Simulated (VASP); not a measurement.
Data:

```xyz
2
Lattice="2.8800 0.0000 0.0000 0.0000 2.8800 0.0000 0.0000 0.0000 2.8800" Properties=species:S:1:pos:R:3 pbc="T T T"
Cr     0.0000     0.0000     0.0000
Cr     1.4400     1.4400     1.4400
```
Starting moments (μB, in the order of the record's atoms Cr Cr): 1.5 -1.5.

Level of theory: TPSS meta-GGA, VASP's PBE PAW potentials (set 64) (plane waves; VASP 6.6.1). Settings: 520 eV cut-off, 11×11×11 Γ-centred mesh, first-order Methfessel-Paxton smearing of 0.10 eV, potentials Cr_pv.

Energy and stress use the plane-wave basis of the starting cell.

### Question
The ions, cell shape and volume are relaxed. Which structure does the run end with?

### Answer

```xyz
2
Lattice="2.8426 0.0000 0.0000 0.0000 2.8426 0.0000 0.0000 0.0000 2.8426" Properties=species:S:1:pos:R:3 pbc="T T T"
Cr     0.0000     0.0000     0.0000
Cr     1.4213     1.4213     1.4213
```
Space group Im-3m (229), at a tolerance of 0.03 Å. The cell ends with 0.00 μB, on the sites 1.10 -1.10 μB.

### Question
How do energy and volume change from the first to the last step?

### Answer
The energy (σ→0) changes by -10.4 meV/atom and the volume by -3.8 %, in 3 ionic steps.

The compound is Cr in the bcc, AFM order structure. This run relaxes it. Symmetry was kept, so distortions that lower it aren't found.
